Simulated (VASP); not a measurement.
Computed with PBE GGA, VASP's PBE PAW potentials (set 64) (plane waves; VASP 6.6.1).

The input files of a VASP run:

INCAR:
```
SYSTEM = Be2Cr
PREC = Accurate; ENCUT = 300; LREAL = .FALSE.
LASPH = .TRUE.
EDIFF = 1E-6; NELM = 100; ALGO = Normal
LMAXMIX = 4
ISMEAR = 0; SIGMA = 0.1
GGA = PE
MAGMOM = 4*0.0 2*3.0
ISPIN = 2
ISIF = 2
LWAVE = .FALSE.; LCHARG = .FALSE.; LORBIT = 11
```

### KPOINTS
```
Automatic mesh
0
Gamma
7 7 7
0 0 0
```

### POSCAR
```
Be2Cr
1
    0.0000000000     3.0496740000     3.0496740000
    3.0496740000     0.0000000000     3.0496740000
    3.0496740000     3.0496740000     0.0000000000
Be Cr
4 2
Direct
  0.1250000000   0.1250000000   0.1250000000
  0.6250000000   0.1250000000   0.1250000000
  0.1250000000   0.6250000000   0.1250000000
  0.1250000000   0.1250000000   0.6250000000
  0.7500000000   0.7500000000   0.7500000000
  0.5000000000   0.5000000000   0.5000000000
```

POTCAR, in this order: Be Cr_pv (PBE.64 set). Program: vasp_std.

The run wrote:

### OSZICAR
```
       N       E                     dE             d eps       ncg     rms          rms(c)
DAV:   1     0.201025543017E+03    0.20103E+03   -0.13443E+04  2032   0.100E+03
DAV:   2    -0.337435756153E+02   -0.23477E+03   -0.22575E+03  1917   0.337E+02
DAV:   3    -0.443148590281E+02   -0.10571E+02   -0.10103E+02  2381   0.767E+01
DAV:   4    -0.445096965030E+02   -0.19484E+00   -0.19462E+00  2254   0.954E+00
DAV:   5    -0.445142857958E+02   -0.45893E-02   -0.45887E-02  2635   0.139E+00    0.313E+01
DAV:   6    -0.469107266451E+02   -0.23964E+01   -0.18394E+02  2164   0.102E+02    0.348E+01
DAV:   7    -0.358365814533E+02    0.11074E+02   -0.82936E+01  2048   0.771E+01    0.805E+00
DAV:   8    -0.354156913558E+02    0.42089E+00   -0.28948E+00  2094   0.118E+01    0.507E+00
DAV:   9    -0.353132738468E+02    0.10242E+00   -0.23088E-01  2515   0.327E+00    0.347E+00
DAV:  10    -0.352673063884E+02    0.45967E-01   -0.15192E-01  2316   0.345E+00    0.109E+00
DAV:  11    -0.352687329762E+02   -0.14266E-02   -0.86541E-03  2246   0.598E-01    0.129E-01
DAV:  12    -0.352687755834E+02   -0.42607E-04   -0.51526E-04  2628   0.151E-01    0.984E-02
DAV:  13    -0.352687543575E+02    0.21226E-04   -0.71379E-05  2360   0.781E-02    0.495E-02
DAV:  14    -0.352687356842E+02    0.18673E-04   -0.45822E-05  2402   0.600E-02    0.141E-02
DAV:  15    -0.352687348047E+02    0.87953E-06   -0.35616E-06  2125   0.155E-02
   1 F= -.35268735E+02 E0= -.35265598E+02  d E =-.627395E-02  mag=     0.0000
```

File OUTCAR:
```
------------------------ aborting loop because EDIFF is reached ----------------------------------------
  FORCE on cell =-STRESS in cart. coord.  units (eV):
  Direction    XX          YY          ZZ          XY          YZ          ZX
  --------------------------------------------------------------------------------------
  Total       -4.2390129     -4.2390129     -4.2390129     -0.0000000      0.0000000     -0.0000000
  in kB     -119.7250637   -119.7250637   -119.7250637     -0.0000000      0.0000000     -0.0000000
  external PRESSURE =    -119.7250637 kB  Pullay stress =       0.0000000 kB
  volume of cell :       56.73
      direct lattice vectors                 reciprocal lattice vectors
     0.000000000  3.049674000  3.049674000    -0.163951950  0.163951950  0.163951950
     3.049674000  0.000000000  3.049674000     0.163951950 -0.163951950  0.163951950
     3.049674000  3.049674000  0.000000000     0.163951950  0.163951950 -0.163951950
 POSITION                                       TOTAL-FORCE (eV/Angst)
 -----------------------------------------------------------------------------------
      0.76242      0.76242      0.76242        -0.000000      0.000000      0.000000
      0.76242      2.28726      2.28726        -0.000000      0.000000      0.000000
      2.28726      0.76242      2.28726        -0.000000      0.000000      0.000000
      2.28726      2.28726      0.76242        -0.000000      0.000000      0.000000
      4.57451      4.57451      4.57451         0.000000      0.000000      0.000000
      3.04967      3.04967      3.04967        -0.000000     -0.000000     -0.000000
 -----------------------------------------------------------------------------------
    total drift:                               -0.000000      0.000000      0.000000
  FREE ENERGIE OF THE ION-ELECTRON SYSTEM (eV)
  ---------------------------------------------------
  free  energy   TOTEN  =       -35.2687348047 eV

  energy  without entropy=      -35.2624608556  energy(sigma->0) =      -35.26559783

 total charge

# of ion       s       p       d       tot
------------------------------------------
    1        0.443   0.761   0.000   1.203
    2        0.443   0.761   0.000   1.203
    3        0.443   0.761   0.000   1.203
    4        0.443   0.761   0.000   1.203
    5        0.350   6.342   4.093  10.784
    6        0.350   6.342   4.093  10.784
--------------------------------------------------
tot          2.470  15.726   8.186  26.381

 magnetization (x)

# of ion       s       p       d       tot
------------------------------------------
    1        0.000   0.000   0.000   0.000
    2        0.000   0.000   0.000   0.000
    3        0.000   0.000   0.000   0.000
    4        0.000   0.000   0.000   0.000
    5       -0.000   0.000  -0.000  -0.000
    6       -0.000   0.000  -0.000  -0.000
--------------------------------------------------
tot         -0.000   0.000  -0.000  -0.000
```
(Selected blocks of OUTCAR.)

At this cut-off the stress carries a Pulay error, which pulls relaxed volumes low. The moments were started parallel, and other spin orders were not tried in this run.

The structure was generated: Be2Cr was put into an ordered model structure, which need not be its known phase. The cell was not relaxed at this level.
